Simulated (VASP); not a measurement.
Data:

```
BN
1.0
    0.00000     1.68811     1.68811
    1.68811     0.00000     1.68811
    1.68811     1.68811     0.00000
B N
1 1
Cartesian
  0.00000   0.00000   0.00000
  1.68811   1.68811   1.68811
```

These are PBEsol GGA, VASP's PBE PAW potentials (set 64) (plane waves; VASP) values and carry that method's errors. Settings: 620 eV cut-off, 13×13×13 Γ-centred mesh, Gaussian smearing of 0.050 eV, potentials B N.

What does the run give for the energy per atom (σ→0), pressure?

energy per atom (σ→0): -7.431 eV/atom
pressure: 448.6 kbar

Total energies compare only between runs with the same potentials, cut-off and functional.

The structure was generated: BN was put into the rock salt type (Fm-3m), which need not be its known phase. It was relaxed first under an external pressure of 45 GPa.
